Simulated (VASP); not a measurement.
# What goes wrong when Iridium is relaxed with a bad input, part 2 of 2

Aim: see how common mistakes in a VASP relaxation show up, on Iridium. The starting structure is a measured crystal structure from the Crystallography Open Database. The first relaxation on each setting starts from this cell expanded by 3 % in volume.

VASP 6.6.1.

Results so far: reference 14.08 Å³ an atom; a loose electronic threshold 14.07 Å³ an atom; an ionic step far too long 14.08 Å³ an atom.

### 5. Relaxation with a k mesh far too coarse (continued)

Level of this step: PBEsol; plane waves and PAW (Ir) (VASP).

Parts of OUTCAR (step 5):

```text
  Total       -0.0000829     -0.0000829     -0.0000829     -0.0000000      0.0000000     -0.0000000
  in kB       -0.0077449     -0.0077449     -0.0077449     -0.0000000      0.0000000     -0.0000000
  external PRESSURE =      -0.0077449 kB  Pullay stress =       0.0000000 kB

 POSITION                                       TOTAL-FORCE (eV/Angst)
 -----------------------------------------------------------------------------------
      0.00000      0.00000      0.00000        -0.000000     -0.000000     -0.000000
 -----------------------------------------------------------------------------------
    total drift:                               -0.000000     -0.000000     -0.000000

  FREE ENERGIE OF THE ION-ELECTRON SYSTEM (eV)
  ---------------------------------------------------
  free  energy   TOTEN  =        -5.5270088645 eV

  energy  without entropy=       -5.4911194980  energy(sigma->0) =       -5.51504574

[... 1 part as in an earlier step ...]

[... 3 further parts left out ...]
[key lines of the parts left out:]
E-fermi :   8.0645
```

With a k mesh far too coarse the cell ends at 17.149 Å³ an atom, +21.82 % from the reference.

### 6. Relaxation with one electron too many

A slip made on purpose: one electron too many. Against step 2 the input has NELECT = 10 (also changed: NELM).

INCAR

```
SYSTEM = Ir
PREC = Accurate
ENCUT = 450
EDIFF = 1E-06
NELM = 60
ISMEAR = 1
SIGMA = 0.15
LREAL = .FALSE.
ALGO = Normal
GGA = PS
NBANDS = 10
LORBIT = 11
LWAVE = .FALSE.
LCHARG = .FALSE.
KPAR = 4
IBRION = 2
NSW = 50
ISIF = 3
EDIFFG = -0.006
NELECT = 10
```

POSCAR

```
Ir
1.0
    0.0000000000      1.9387081669      1.9387081669
    1.9387081669      0.0000000000      1.9387081669
    1.9387081669      1.9387081669      0.0000000000
Ir
1
Direct
    0.0000000000      0.0000000000      0.0000000000
```

KPOINTS

```
Automatic mesh
0
Gamma
20 20 20
0 0 0
```

The projector-augmented-wave data sets are Ir (PBE family, release 64).

On the command line:

```sh
$ mpirun -np 4 vasp_std
```

Log:

```text
[... set-up lines as in an earlier step ...]
 entering main loop
       N       E                     dE             d eps       ncg     rms          rms(c)
DAV:   1     0.617689034004E+02    0.61769E+02   -0.47948E+03  5344   0.874E+02
DAV:   2     0.175411041256E+01   -0.60015E+02   -0.56221E+02  5286   0.208E+02
DAV:   3     0.839262245502E+00   -0.91485E+00   -0.91089E+00  6004   0.311E+01
DAV:   4     0.831287831155E+00   -0.79744E-02   -0.79730E-02  5770   0.274E+00
DAV:   5     0.831123852570E+00   -0.16398E-03   -0.16398E-03  5888   0.371E-01BRMIX: very serious problems
 the old and the new charge density differ
 old charge density:     9.00000 new   10.00000
BRMIX: very serious problems
 the old and the new charge density differ
 old charge density:     9.00000 new   10.00000
BRMIX: very serious problems
 the old and the new charge density differ
 old charge density:     9.00000 new   10.00000
BRMIX: very serious problems
 the old and the new charge density differ
 old charge density:     9.00000 new   10.00000
    0.186E+01
DAV:   6     0.580340528621E+00   -0.25078E+00   -0.10947E-01  5954   0.372E+00    0.118E+01
DAV:   7     0.662443406736E+00    0.82103E-01   -0.31832E-01  6234   0.586E+00    0.281E+00
DAV:   8     0.675839237902E+00    0.13396E-01   -0.25650E-02  5750   0.202E+00    0.598E-01
DAV:   9     0.677616019722E+00    0.17768E-02   -0.40331E-03  5998   0.801E-01    0.206E-01
DAV:  10     0.677851604887E+00    0.23559E-03   -0.85800E-04  5954   0.379E-01    0.405E-02
DAV:  11     0.677854914422E+00    0.33095E-05   -0.38964E-05  6290   0.789E-02    0.208E-03
DAV:  12     0.677855218342E+00    0.30392E-06   -0.49500E-07  2840   0.933E-03
   1 F= 0.67785522E+00 E0= 0.67784163E+00  d E =0.677855E+00
[... from here on, the cycles between the ionic steps are left out ...]
   2 F= 0.57902499E+00 E0= 0.58760372E+00  d E =-.988302E-01
   3 F= -.37195165E+01 E0= -.37150267E+01  d E =-.439737E+01
   4 F= -.37246051E+01 E0= -.37201857E+01  d E =-.440246E+01
   5 F= -.37437870E+01 E0= -.37398554E+01  d E =-.442164E+01
   6 F= -.33719500E+01 E0= -.33705600E+01  d E =-.404981E+01
   7 F= -.37444752E+01 E0= -.37406066E+01  d E =-.442233E+01
   8 F= -.37446691E+01 E0= -.37408633E+01  d E =-.442252E+01
[...]
reached required accuracy - stopping structural energy minimisation
```

Wall time 61 s (4 MPI ranks of AMD EPYC 7R43, shared host); peak memory 0.52 GiB; 4 min of CPU time.

From OUTCAR (step 6):

```text
  Total        0.0021235      0.0021235      0.0021235      0.0000000      0.0000000      0.0000000
  in kB        0.0951570      0.0951570      0.0951570      0.0000000      0.0000000      0.0000000
  external PRESSURE =       0.0951570 kB  Pullay stress =       0.0000000 kB

 POSITION                                       TOTAL-FORCE (eV/Angst)
 -----------------------------------------------------------------------------------
      0.00000      0.00000      0.00000         0.000000      0.000000      0.000000
 -----------------------------------------------------------------------------------
    total drift:                               -0.000000     -0.000000     -0.000000

  FREE ENERGIE OF THE ION-ELECTRON SYSTEM (eV)
  ---------------------------------------------------
  free  energy   TOTEN  =        -3.7446691221 eV

  energy  without entropy=       -3.7332517867  energy(sigma->0) =       -3.74086334

[... 2 parts as in an earlier step ...]

[... 2 further parts left out ...]
[key lines of the parts left out:]
E-fermi :   0.8627
```

With one electron too many the cell ends at 35.754 Å³ an atom, +153.99 % from the reference.

### 7. All runs side by side

```tsv
run	volume (Å³/atom)	change (%)	pressure left (GPa)	core minutes
reference	14.077	-	0.01	3.07
a loose electronic threshold	14.073	-0.03	0.0	2.53
an ionic step far too long	14.076	-0.01	0.02	2.6
a k mesh far too coarse	17.149	21.82	0.0	0.36
one electron too many	35.754	153.99	0.01	4.07
```

Core minutes are wall time times ranks, summed over the relaxations behind a row (those for a bulk modulus apart), on shared hosts.

### 8. Summary of results

| Item | Value |
| --- | --- |
| volume of the reference | 14.08 Å³/atom |
| volume against the reference, a loose electronic threshold | -0.03 % |
| volume against the reference, an ionic step far too long | -0.01 % |
| volume against the reference, a k mesh far too coarse | +21.82 % |
| volume against the reference, one electron too many | +153.99 % |

What this shows: Finished, but with signs in the output that stand out against the reference: a loose electronic threshold, with the volume changed by less than 0.1 % (signs: -4.7 GPa at the first ionic step (of the first relaxations, not shown; reference: -12.4 GPa)); an ionic step far too long, with the volume changed by less than 0.1 % (signs: an energy that rises by up to 16.6 eV an atom on the way); a k mesh far too coarse, with the volume changed by +21.8 % (signs: 61.0 GPa at the first ionic step (of the first relaxations, not shown; reference: -12.4 GPa), an energy that rises by up to 1.4 eV an atom on the way and a large entropy term in the energy); one electron too many, with the volume changed by +154.0 % (signs: a warning on the charge density, 181.6 GPa at the first ionic step (of the first relaxations, not shown; reference: -12.4 GPa) and a large entropy term in the energy). The reference was restarted once and the runs with a slip weren't, so their cells may not have settled fully. Further runs on this material are not shown.

[Lines on the potential files, build, host, timing and source positions are cut from VASP's logs without a mark.]

[Logs are printed without paths, hosts, clocks, repeated set-up lines and the standing remarks that a program may print on its own settings, such as how far it seeks lower states.]

[Hosts, paths, dates, database ids (printed as entryN), source tags and the programs' standing remarks are cut or masked in the printed files.]
